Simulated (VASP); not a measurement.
Data:

```
HfTi3N4
1.0
    4.29749     0.00000     0.00000
    0.00000     4.29749     0.00000
    0.00000     0.00000     4.29749
Ti N Hf
3 4 1
Cartesian
  0.00000   0.00000   0.00000
  2.14874   2.14874   0.00000
  2.14874   0.00000   2.14874
  2.14874   2.14874   2.14874
  0.00000   0.00000   2.14874
  0.00000   2.14874   0.00000
  2.14874   0.00000   0.00000
  0.00000   2.14874   2.14874
```

Computed with PBEsol GGA, VASP's PBE PAW potentials (set 64) (plane waves; VASP 6.6.1). Numerical set-up: 520 eV cut-off, Gaussian smearing of 0.050 eV, potentials Ti_sv N Hf_pv.

Unless said otherwise, spin-orbit coupling is left out, though it shifts the bands of the heavy elements here.

### Question
What does the run give for the band gap (along the path) with the smallest direct gap where there is one?

### Answer

| Item | Value |
|---|---|
| band gap (along the path) | none (metal, semimetal or under 0.01 eV) |

Total energies compare only between runs with the same potentials, cut-off and functional.

The structure was generated: HfTi3N4 was put into an ordered model structure (Pm-3m), which need not be its known phase. It was relaxed first.
